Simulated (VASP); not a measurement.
A convergence study with VASP on CdTe (zinc blende): one setting is varied, all else stays as given below, so the limit is that of these other settings.

```xyz
2
Lattice="0.0000 3.2400 3.2400 3.2400 0.0000 3.2400 3.2400 3.2400 0.0000" Properties=species:S:1:pos:R:3 pbc="T T T"
Cd     0.0000     0.0000     0.0000
Te     1.6200     1.6200     1.6200
```

Level of theory: PBE GGA, VASP's PBE PAW potentials (set 64) (plane waves; VASP). The tightest run used: 550 eV cut-off, 16×16×16 Γ-centred mesh, tetrahedra with Blöchl corrections, potentials Cd Te.

Unless said otherwise, spin-orbit coupling is left out, though it shifts the bands of the heavy elements here. Gaps are read on the run's mesh, which can miss a band edge.

Task: The settings run are 3×3×3 mesh; 4×4×4 mesh; 5×5×5 mesh; 6×6×6 mesh; 7×7×7 mesh; 8×8×8 mesh; 9×9×9 mesh; 10×10×10 mesh; 11×11×11 mesh; 12×12×12 mesh; 13×13×13 mesh; 14×14×14 mesh; 15×15×15 mesh; 16×16×16 mesh. From which on does the energy per atom stay within 0.005 eV/atom of the tightest run?

Result: From 6×6×6 mesh on: it is off by 0.0032 there and by no more than 0.005 in any finer run, while 5×5×5 mesh is off by 0.0094.
```
setting        E (eV/atom)  pressure (GPa)  gap on the mesh (eV)  irreducible k-points  difference judged (eV/atom)
-------------  -----------  --------------  --------------------  --------------------  ---------------------------
3×3×3 mesh         -2.2621            3.57                 0.737                     4                       0.1257
4×4×4 mesh         -2.3561            2.94                 0.760                     8                       0.0317
5×5×5 mesh         -2.3784            2.77                 0.768                    10                       0.0094
6×6×6 mesh         -2.3846            2.73                 0.771                    16                       0.0032
7×7×7 mesh         -2.3866            2.71                 0.772                    20                       0.0012
8×8×8 mesh         -2.3873            2.71                 0.773                    29                       0.0005
9×9×9 mesh         -2.3876            2.71                 0.773                    35                       0.0002
10×10×10 mesh      -2.3877            2.71                 0.773                    47                       0.0001
11×11×11 mesh      -2.3878            2.71                 0.773                    56                       0.0001
12×12×12 mesh      -2.3878            2.71                 0.773                    72                       0.0000
13×13×13 mesh      -2.3878            2.71                 0.773                    84                       0.0000
14×14×14 mesh      -2.3878            2.71                 0.773                   104                       0.0000
15×15×15 mesh      -2.3878            2.71                 0.773                   120                       0.0000
16×16×16 mesh      -2.3878            2.71                 0.773                   145                       0.0000
```

Left out are rungs that failed or repeat a setting and relaxations that didn't move; long series are thinned to 24 rows.

The compound is CdTe in the zinc blende structure. The cell was not relaxed at this level.
